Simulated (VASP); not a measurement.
Set up this calculation in VASP 6.6.1, as the native input.

```yaml
Task: single point
Functional: PBE
Potentials_or_basis: VASP PAW PBE potentials, release 64 (Ga_d, B)
Cutoff: 520 eV
k_mesh: 10 × 10 × 10
Occupations: gaussian, width 0.1 eV
Spin: no spin polarisation
Dipole_correction: no
Further_INCAR_settings: ALGO = Normal; EDIFF = 1e-07; NBANDS = 23
```

The structure of GaB5 lies in POSCAR:

```
GaB5
1.0
    0.0000000000      3.5854800869      3.5854800869
    3.5854800869      0.0000000000      3.5854800869
    3.5854800869      3.5854800869      0.0000000000
Ga B
1 5
Direct
    0.7500000000      0.7500000000      0.7500000000
    0.5842244291      0.2473267126      0.5842244291
    0.5842244291      0.5842244291      0.5842244291
    0.2473267126      0.5842244291      0.5842244291
    0.5842244291      0.5842244291      0.2473267126
    0.2500000000      0.2500000000      0.2500000000
```

The cell was built by a generator and needn't be a form met in nature.

The cell isn't the ideal one: random cell by space group and Wyckoff sites (F-43m, No. 216).

One way to write it, as run:

INCAR

```
  ALGO = Normal
  EDIFF = 1E-7
  ENCUT = 520
  GGA = PE
  ISIF = 2
  ISMEAR = 0
  LASPH = True
  LCHARG = False
  LREAL = False
  LWAVE = False
  NBANDS = 23
  NELM = 60
  PREC = Accurate
  SIGMA = 0.1
```

KPOINTS

```
k-points
0
Gamma
  10 10 10
```

Potentials or basis: VASP PAW PBE potentials, release 64 (Ga_d, B).

Command:

```bash
$ cat potpaw_PBE.64/Ga_d/POTCAR potpaw_PBE.64/B/POTCAR > POTCAR
$ mpirun -np 1 vasp_std > vasp.out
```

Results of the run:

```yaml
Pressure: 0.0 GPa
Largest_force: 0.018 eV/Å
Band_gap_on_the_k_mesh: none (metal or under the smearing width)
```

Wall time 53 s on 1 thread of Intel(R) Xeon(R) 6975P-C (Granite Rapids) (shared host), peak memory 0.28 GiB.
